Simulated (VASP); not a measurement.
OSZICAR of a VASP run on KBr (space group Fm-3m):

OSZICAR:
```
       N       E                     dE             d eps       ncg     rms          rms(c)
DAV:   1     0.719695612372E+02    0.71970E+02   -0.51661E+03   384   0.756E+02
DAV:   2    -0.254891087645E+01   -0.74518E+02   -0.71330E+02   516   0.212E+02
DAV:   3    -0.628595880669E+01   -0.37370E+01   -0.37281E+01   528   0.448E+01
DAV:   4    -0.638649546470E+01   -0.10054E+00   -0.10048E+00   584   0.695E+00
DAV:   5    -0.638769056517E+01   -0.11951E-02   -0.11951E-02   520   0.760E-01    0.326E+00
DAV:   6    -0.621501146049E+01    0.17268E+00   -0.28187E-01   452   0.273E+00    0.237E+00
DAV:   7    -0.620381060043E+01    0.11201E-01   -0.13757E-01   472   0.210E+00    0.107E+00
DAV:   8    -0.621305505542E+01   -0.92445E-02   -0.15066E-02   512   0.965E-01    0.124E-01
DAV:   9    -0.621370490252E+01   -0.64985E-03   -0.62490E-04   488   0.165E-01    0.810E-02
DAV:  10    -0.621416862491E+01   -0.46372E-03   -0.54126E-04   444   0.158E-01    0.160E-02
DAV:  11    -0.621417363281E+01   -0.50079E-05   -0.17684E-05   532   0.259E-02    0.443E-03
DAV:  12    -0.621417637062E+01   -0.27378E-05   -0.33836E-06   452   0.142E-02    0.485E-03
DAV:  13    -0.621417639169E+01   -0.21065E-07   -0.39172E-07   360   0.373E-03
   1 F= -.62141764E+01 E0= -.62141764E+01  d E =-.939310E-10
```

**Question.** Which electronic solver shows in the log?

**Answer.** It is blocked Davidson (ALGO = Normal, or the opening steps of other solvers). The INCAR had ALGO = Normal.

**Question.** Can the final energy be trusted as converged?

**Answer.** Self-consistency was reached. It stopped with EDIFF = 1E-6, NELM = 100 (PBE GGA, plane waves, VASP's PBE PAW potentials (set 64)).

The structure is a typed KBr crystal (Fm-3m). The cell was not relaxed at this level.
